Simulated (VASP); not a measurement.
AlGa₃As₄ (ordered alloy cell): computed properties

Level of theory: PBEsol GGA, VASP's PBE PAW potentials (set 64) (plane waves; VASP).

```json
{
 "space_group": "Amm2 (38)",
 "cell": "a = 4.007 Å, b = 8.011 Å, c = 11.325 Å, α = β = γ = 90.00°",
 "volume_per_atom": "22.72 Å³/atom",
 "band gap (over mesh and band path)": "0.65 eV",
 "smallest direct gap (over mesh and band path)": "0.65 eV",
 "band_edge_character": "direct, Γ to Γ",
 "density": "4.90 g/cm³"
}
```

```xyz
8
Lattice="0.0008 5.6657 5.6624 5.6657 0.0008 5.6624 2.8333 2.8333 0.0000" Properties=species:S:1:pos:R:3 pbc="T T T"
Ga     5.6665     5.6665    11.3232
Ga     2.8349     5.6648     8.4935
Ga     5.6648     2.8349     8.4935
As     1.4166     1.4166     1.4155
As     4.2498     1.4167     4.2466
As     1.4167     4.2498     4.2466
As     4.2499     4.2499     7.0777
Al     5.6665     5.6665     5.6647
```

The structure was generated: AlGa3As4 was put into an ordered model structure (Amm2), which need not be its known phase. It was relaxed first. Symmetry was kept, so distortions that lower it aren't found.
